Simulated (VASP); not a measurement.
Method: r2SCAN meta-GGA, VASP's PBE PAW potentials (set 64) (plane waves; VASP).

Input for VASP

**KPOINTS**
```
Automatic mesh
0
G
 7 5 13
```

### POSCAR
```
Se
4.97130
  0.9999999809   0.0000000000   0.0000000000
  0.0000000000   1.5853857800   0.0000000000
  0.0000000000   0.0000000000   0.5433706046
Se
4
Direct
  0.6707305726   0.3997198593   0.2650541146
  0.3292694274   0.6002801407   0.2650541146
  0.1707305726   0.1002801407   0.7349458854
  0.8292694274   0.8997198593   0.7349458854
```

INCAR:
```
SYSTEM = Se
PREC = Accurate
ENCUT = 400
EDIFF = 1E-7
NELM = 100
ALGO = Normal
LREAL = .FALSE.
LASPH = .TRUE.
ISMEAR = -5
METAGGA = R2SCAN
LMIXTAU = .TRUE.
LMAXMIX = 4
LWAVE = .FALSE.
LCHARG = .FALSE.
LORBIT = 11
NEDOS = 601
ISIF = 2
LEFG = .TRUE.
```

File KPOINTS_OPT:
```
k-points along high-symmetry lines
5
Line-mode
Reciprocal
  0.000000   0.000000   0.000000 ! GAMMA
  0.500000   0.000000   0.000000 ! X

  0.500000   0.000000   0.000000 ! X
  0.500000   0.500000   0.000000 ! S

  0.500000   0.500000   0.000000 ! S
  0.000000   0.500000   0.000000 ! Y

  0.000000   0.500000   0.000000 ! Y
  0.000000   0.000000   0.000000 ! GAMMA

  0.000000   0.000000   0.000000 ! GAMMA
  0.000000   0.000000   0.500000 ! Z

  0.000000   0.000000   0.500000 ! Z
  0.500000   0.000000   0.500000 ! U

  0.500000   0.000000   0.500000 ! U
  0.500000   0.500000   0.500000 ! R

  0.500000   0.500000   0.500000 ! R
  0.000000   0.500000   0.500000 ! T

  0.000000   0.500000   0.500000 ! T
  0.000000   0.000000   0.500000 ! Z

  0.500000   0.000000   0.000000 ! X
  0.500000   0.000000   0.500000 ! U

  0.000000   0.500000   0.000000 ! Y
  0.000000   0.500000   0.500000 ! T

  0.500000   0.500000   0.000000 ! S
  0.500000   0.500000   0.500000 ! R
```

POTCAR, in this order: Se (PBE.64 set). Program: vasp_std.

What will the output report for the number of irreducible k-points (NKPTS), number of bands (NBANDS), largest plane-wave count, number of space-group operations, FFT grid (NGX, NGY, NGZ)?

The number of irreducible k-points (NKPTS) comes out as 84, the number of bands (NBANDS) comes out as 16 and the largest plane-wave count is 1945. The number of space-group operations is 4 and the FFT grid (NGX, NGY, NGZ) is 32 × 54 × 18.

The structure comes from a computed database's Se entry (P2_12_12); how it stands against other phases isn't given here. It was relaxed first.
